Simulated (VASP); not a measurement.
VASP runs on HgSe (space group F-43m) share one base input (PBE GGA, plane waves, VASP's PBE PAW potentials (set 64)) and change the settings named in each case.

File POSCAR:
```
HgSe
1
    0.0000000000     2.9910560000     2.9910560000
    2.9910560000     0.0000000000     2.9910560000
    2.9910560000     2.9910560000     0.0000000000
Hg Se
1 1
Direct
  0.0000000000   0.0000000000   0.0000000000
  0.2500000000   0.2500000000   0.2500000000
```

KPOINTS:
```
Automatic mesh
0
Gamma
8 8 8
0 0 0
```

**INCAR**
```
! general
SYSTEM   =  HgSe
PREC     =  Accurate
ENCUT    =  300
LREAL    =  .FALSE.
LASPH    =  .TRUE.

! electronic loop
EDIFF    =  1E-6
NELM     =  100
ALGO     =  Normal
LMAXMIX  =  6

! smearing
ISMEAR   =  -1
SIGMA    =  0.02

! functional
GGA      =  PE

! ions
ISIF     =  2

! output
LWAVE    =  .FALSE.
LCHARG   =  .FALSE.
```

POTCAR, in this order: Hg Se (PBE.64 set). Program: vasp_std.

```tsv
change	E(σ→0) (eV/atom)	pressure (GPa)	−TS (eV)
base run	-1.9478	8.22	-0.0002
GGA removed, POTCAR Hg Se (LDA.64 set)	-2.7323	2.87	-0.0001
GGA_COMPAT = .FALSE., LNONCOLLINEAR = .TRUE., LSORBIT = .TRUE., MAGMOM = 0.0 0.0 0.0 0.0 0.0 0.0, program vasp_ncl	-2.1047	7.76	-0.0001
KPOINTS 5×5×5 Γ-centred mesh	-1.9362	8.36	-0.0006
```
 Energies of different potentials or functionals have different zeros. Unless said otherwise, spin-orbit coupling is left out, though it shifts the bands of the heavy elements here.

Left out are runs that ran out of time, are held back, or changed the cell or the kind of run, fixed moments of cells without a moment, rows past the twelfth, gaps on odd meshes, pressures of charged cells and columns that move by less than the noise.

The structure is a typed HgSe crystal (F-43m). The cell was not relaxed at this level, its lattice was scaled by up to 2.5 %.
